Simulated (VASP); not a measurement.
Runs of VASP 6.6.1 on TiN. It takes space group Fm-3m (No. 225, cubic). Conventional cell: a = 4.240 Å, b = 4.240 Å, c = 4.240 Å, α = 90.00°, β = 90.00°, γ = 90.00°. Around Ti (site symmetry m-3m) lie 6 N at 2.12 Å. N (site symmetry m-3m) has 6 Ti at 2.12 Å as nearest neighbours. The cell was built by a generator and isn't the measured one.

```csv
level,potentials or basis,k mesh,gap on the mesh (eV),pressure (GPa)
PBE,"VASP PAW PBE potentials, release 64 (Ti_sv, N)",12 × 12 × 12,none,1.8
PBE,"VASP PAW PBE potentials, release 64 (Ti_sv, N)",28 × 28 × 28,none,1.9
LDA,"VASP PAW LDA potentials, release 64 (Ti_sv, N)",20 × 20 × 20,none,-13.1
PBEsol,"VASP PAW PBE potentials, release 64 (Ti_sv, N)",20 × 20 × 20,none,(a)
PBE,"VASP PAW PBE potentials, release 64 (Ti_sv, N)",20 × 20 × 20,none,1.8
```

Alike in all rows: task optical spectrum; no spin polarisation; cell as given; cutoff (eV) 520; smearing fermi-dirac 0.05 eV.

Problem. Fill in the values left out.

Solution. (a) -6.8.

Caveats: independent-particle spectra lack excitons; the intraband (Drude) part of a metal's response may be missing; spectra need much finer meshes, so this one isn't converged (some runs); the PAW data sets were made with another functional, which shifts forces and pressure a little (some runs).

A gap of «none» marks a metal or a gap under the smearing width.
